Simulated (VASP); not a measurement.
Given:

```
CELL_PARAMETERS angstrom
      3.27214     0.00000     0.00000
     -1.63607     2.83376     0.00000
      0.00000     0.00000    15.05237
ATOMIC_POSITIONS crystal
  Mg 0.66667 0.33333 0.50000
  O  0.33333 0.66667 0.50000
```

The numbers are results of r2SCAN meta-GGA, VASP's PBE PAW potentials (set 64) (plane waves; VASP), not measurements. Numerical set-up: 520 eV cut-off, 10×10×1 Γ-centred mesh, tetrahedra with Blöchl corrections, potentials Mg O.

The cell holds a wide vacuum, so values per volume refer to the whole cell.

### Question
What does the run give for the energy per atom (σ→0), band gap (over mesh and band path) with the smallest direct gap where there is one?

### Answer

```json
{
 "band gap (over mesh and band path)": "4.05 eV",
 "smallest direct gap (over mesh and band path)": "4.35 eV",
 "energy per atom (σ→0)": "-7.484 eV/atom"
}
```

Only differences to runs with the same potentials and settings are physical.

The cell is a sheet with vacuum, built from a generated structure.
